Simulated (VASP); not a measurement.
Here is the system:

```xyz
4
Lattice="3.9200 0.0000 0.0000 0.0000 3.9200 0.0000 0.0000 0.0000 3.9200" Properties=species:S:1:pos:R:3 pbc="T T T"
Ti     0.0000     0.0000     0.0000
Pt     0.0000     1.9600     1.9600
Pt     1.9600     0.0000     1.9600
Pt     1.9600     1.9600     0.0000
```

All values below come from PBE GGA, VASP's PBE PAW potentials (set 64) (plane waves; VASP). Settings: 300 eV cut-off, 6×6×6 Γ-centred mesh, Fermi-Dirac smearing of 0.10 eV, potentials Ti_sv Pt.

At this cut-off the stress carries a Pulay error, which pulls relaxed volumes low.

Problem. The ions, cell shape and volume are relaxed. Give the cell that the relaxation ends in.

Solution. 
```xyz
4
Lattice="3.9438 0.0000 0.0000 0.0000 3.9438 0.0000 0.0000 0.0000 3.9438" Properties=species:S:1:pos:R:3 pbc="T T T"
Ti     0.0000     0.0000     0.0000
Pt     0.0000     1.9719     1.9719
Pt     1.9719     0.0000     1.9719
Pt     1.9719     1.9719     0.0000
```
Space group Pm-3m (221), at a tolerance of 0.03 Å.

Problem. How do energy and volume change from the first to the last step?

Solution. The energy (σ→0) changes by -3.6 meV/atom and the volume by +1.8 %, in 3 ionic steps.

| step | E(σ→0) (eV) | max force (eV/Å) | pressure (GPa) | volume (Å³) |
|---|---|---|---|---|
| 1 | -29.5253 | 0.000 | 4.40 | 60.24 |
| 2 | -29.4650 | 0.000 | -8.70 | 63.92 |
| 3 | -29.5395 | 0.000 | -0.05 | 61.34 |

The structure is a typed Pt3Ti crystal (Pm-3m). This run relaxes it. Symmetry was kept, so distortions that lower it aren't found. The run is one of a series of settings (EDIFFG = -0.01, IBRION = 2, ISIF = 3, NSW = 50 against the base run), some of them coarse on purpose.
